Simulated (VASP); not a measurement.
Runs of VASP 6.6.1 on FCdCl. The cell holds a molecule in a box, 3 atoms: a = 10.000 Å, b = 14.000 Å, c = 10.000 Å, α = 90.00°, β = 90.00°, γ = 90.00°. 

```csv
task,level,potentials or basis,cell,cutoff (eV),grid for exact exchange (PRECFOCK),exchange at q = 0,gap on the mesh (eV),largest force (eV/Å)
single point,PBE,"VASP PAW PBE potentials, release 64 (F, Cd, Cl)",as given,520,-,-,4.54,0.66
electron localisation function,PBE,"VASP PAW PBE potentials, release 64 (F, Cd, Cl)",as given,520,-,-,4.54,0.66
atomic charges,PBE+TS,"VASP PAW PBE potentials, release 64 (F, Cd, Cl)",as given,520,-,-,4.54,0.65
single point,PBE,"VASP PAW PBE potentials, release 64 (F, Cd, Cl)","atoms moved at random, drawn with an rms of 0.05 Å",520,-,-,4.65,2.44
single point,BEEF-vdW,"VASP PAW PBE potentials, release 64 (F_h, Cd, Cl_h)",as given,900,-,-,(a),0.94
relaxation of the atoms,PBE,"VASP PAW PBE potentials, release 64 (F, Cd, Cl)","atoms relaxed from: atoms moved at random, drawn with an rms of 0.02 Å",520,-,-,4.39,0.02
single point,B3LYP+D3(BJ),"VASP PAW PBE potentials, release 64 (F_s, Cd, Cl)",as given,400,Normal,default,6.24,0.73
single point,r2SCAN0,"VASP PAW PBE potentials, release 64 (F_s, Cd, Cl)",as given,400,Fast,truncated,7.21,(c)
single point,r2SCAN0+D4,"VASP PAW PBE potentials, release 64 (F, Cd, Cl)",as given,520,Fast,default,(b),0.19
```

Alike in all rows: no spin polarisation; k mesh 1 × 1 × 1; smearing gaussian 0.01 eV.

**Question.** Fill in the values left out.

**Answer.** (a) 4.46; (b) 7.23; (c) 0.28.

Caveats: the PAW data sets were made with another functional, which shifts forces and pressure a little (some runs).

A k mesh can miss the band edges, and the runs leave out spin-orbit coupling on Cd.
